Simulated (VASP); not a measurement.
Data:

```yaml
crystal:
  lattice:
    - [0.00000, 3.49771, 3.49771]
    - [3.49771, 0.00000, 3.49771]
    - [3.49771, 3.49771, 0.00000]
  atoms:
    - { symbol: Sr, position: [0.00000, 0.00000, 0.00000] }
    - { symbol: Cl, position: [0.25000, 0.25000, 0.25000] }
    - { symbol: Cl, position: [0.75000, 0.75000, 0.75000] }
```

Calculation: r2SCAN meta-GGA, VASP's PBE PAW potentials (set 64) (plane waves; VASP). Settings: 480 eV cut-off, 5×5×5 Γ-centred mesh, Gaussian smearing of 0.050 eV, potentials Sr_sv Cl.

Problem. Predict the energy per atom (σ→0).

Solution. 
```yaml
energy per atom (σ→0): -11.898 eV/atom
```

Total energies compare only between runs with the same potentials, cut-off and functional.

The compound is SrCl2 in the fluorite structure. It was relaxed first. The start is the result of an earlier pass.
